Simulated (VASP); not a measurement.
All values below come from PBE GGA, VASP's PBE PAW potentials (set 64) (plane waves; VASP).

A VASP calculation is set up with these files.

KPOINTS:
```
Automatic mesh
0
gamma
 11 11 11
```

**INCAR**
```
SYSTEM  =  Ta
PREC  =  Accurate; ENCUT  =  400; LREAL  =  .FALSE.
LASPH  =  .TRUE.
EDIFF  =  1E-6; NELM  =  100; ALGO  =  Normal
LMAXMIX  =  6
ISMEAR  =  1; SIGMA  =  0.1
GGA  =  PE
ISIF  =  2
LWAVE  =  .FALSE.; LCHARG  =  .FALSE.
```

### POSCAR
```
Ta
2.9150420
 -0.5773501720   0.5773501720   0.5773501720
  0.5773501720  -0.5773501720   0.5773501720
  0.5773501720   0.5773501720  -0.5773501720
Ta
1
direct
  0.0000000000   0.0000000000   0.0000000000
```

POTCAR, in this order: Ta_pv (PBE.64 set). Program: vasp_std.

Output of the run:

OSZICAR:
```
       N       E                     dE             d eps       ncg     rms          rms(c)
DAV:   1     0.342760247818E+02    0.34276E+02   -0.57523E+03  1024   0.936E+02
DAV:   2    -0.116565385973E+02   -0.45933E+02   -0.45018E+02  1224   0.209E+02
DAV:   3    -0.122928943924E+02   -0.63636E+00   -0.61771E+00  1204   0.248E+01
DAV:   4    -0.122972876654E+02   -0.43933E-02   -0.43917E-02  1125   0.170E+00
DAV:   5    -0.122973219295E+02   -0.34264E-04   -0.34263E-04  1132   0.134E-01    0.123E+01
DAV:   6    -0.119097037137E+02    0.38762E+00   -0.45837E-01  1057   0.806E+00    0.580E+00
DAV:   7    -0.117955015299E+02    0.11420E+00   -0.37454E-01  1059   0.689E+00    0.371E-01
DAV:   8    -0.117942518131E+02    0.12497E-02   -0.45171E-03  1057   0.847E-01    0.208E-01
DAV:   9    -0.117941914351E+02    0.60378E-04   -0.23232E-04  1124   0.168E-01    0.323E-02
DAV:  10    -0.117941847656E+02    0.66695E-05   -0.35782E-06  1116   0.226E-02    0.103E-02
DAV:  11    -0.117941860544E+02   -0.12888E-05   -0.23616E-07   598   0.408E-03    0.377E-04
DAV:  12    -0.117941860750E+02   -0.20595E-07   -0.18917E-08   524   0.147E-03
   1 F= -.11794186E+02 E0= -.11794125E+02  d E =-.184620E-03
```

### OUTCAR
```
------------------------ aborting loop because EDIFF is reached ----------------------------------------
  FORCE on cell =-STRESS in cart. coord.  units (eV):
  Direction    XX          YY          ZZ          XY          YZ          ZX
  --------------------------------------------------------------------------------------
  Total       -0.9595207     -0.9595207     -0.9595207      0.0000000     -0.0000000      0.0000000
  in kB      -80.6218228    -80.6218228    -80.6218228      0.0000000     -0.0000000      0.0000000
  external PRESSURE =     -80.6218228 kB  Pullay stress =       0.0000000 kB
  volume of cell :       19.07
      direct lattice vectors                 reciprocal lattice vectors
    -1.683000000  1.683000000  1.683000000     0.000000000  0.297088532  0.297088532
     1.683000000 -1.683000000  1.683000000     0.297088532  0.000000000  0.297088532
     1.683000000  1.683000000 -1.683000000     0.297088532  0.297088532  0.000000000
 POSITION                                       TOTAL-FORCE (eV/Angst)
 -----------------------------------------------------------------------------------
      0.00000      0.00000      0.00000         0.000000      0.000000      0.000000
 -----------------------------------------------------------------------------------
    total drift:                                0.000000     -0.000000      0.000000
  FREE ENERGIE OF THE ION-ELECTRON SYSTEM (eV)
  ---------------------------------------------------
  free  energy   TOTEN  =       -11.7941860750 eV

  energy  without entropy=      -11.7940014554  energy(sigma->0) =      -11.79412454
```
(Selected blocks of OUTCAR.)

OUTCAR:
```
 val. band max:        4.9973404746   @ k =  -0.4545  -0.4545   0.1818

 cond. band min:       5.0132984901   @ k =  -0.4545   0.4545   0.1818


 Fermi energy:         5.0004344178

 k-point     1 :       0.0000    0.0000    0.0000
  band No.  band energies     occupation
      1     -28.2589      2.00000
      2     -28.2589      2.00000
      3     -28.2589      2.00000
      4      -2.6602      2.00000
      5       5.7656     -0.00000
      6       5.7656     -0.00000
      7       5.7656     -0.00000
      8       8.8399      0.00000
      9       8.8399      0.00000

 k-point     2 :       0.0909    0.0000    0.0000
  band No.  band energies     occupation
      1     -28.3415      2.00000
      2     -28.2848      2.00000
      3     -28.2592      2.00000
      4      -2.3190      2.00000
      5       5.5505     -0.00000
      6       5.6918     -0.00000
      7       6.1002     -0.00000
      8       8.5266      0.00000
      9       8.8443      0.00000

 k-point     3 :       0.1818    0.0000    0.0000
  band No.  band energies     occupation
      1     -28.5580      2.00000
      2     -28.3537      2.00000
      3     -28.2600      2.00000
      4      -1.3859      2.00000
      5       5.0273      0.56329
      6       5.3388     -0.00002
      7       7.0763      0.00000
      8       8.1956      0.00000
      9       8.8979      0.00000

 k-point     4 :       0.2727    0.0000    0.0000
  band No.  band energies     occupation
      1     -28.8310      2.00000
      2     -28.4426      2.00000
      3     -28.2612      2.00000
      4      -0.1819      2.00000
      5       4.4314      2.00000
      6       4.9111      2.02059
      7       8.3615      0.00000
      8       8.6007      0.00000
      9       9.0691      0.00000

 k-point     5 :       0.3636    0.0000    0.0000
  band No.  band energies     occupation
      1     -29.0720      2.00000
      2     -28.5230      2.00000
      3     -28.2624      2.00000
...
```

Unless said otherwise, spin-orbit coupling is left out, though it shifts the bands of the heavy elements here.

The compound is Ta in the bcc structure. The cell was not relaxed at this level.
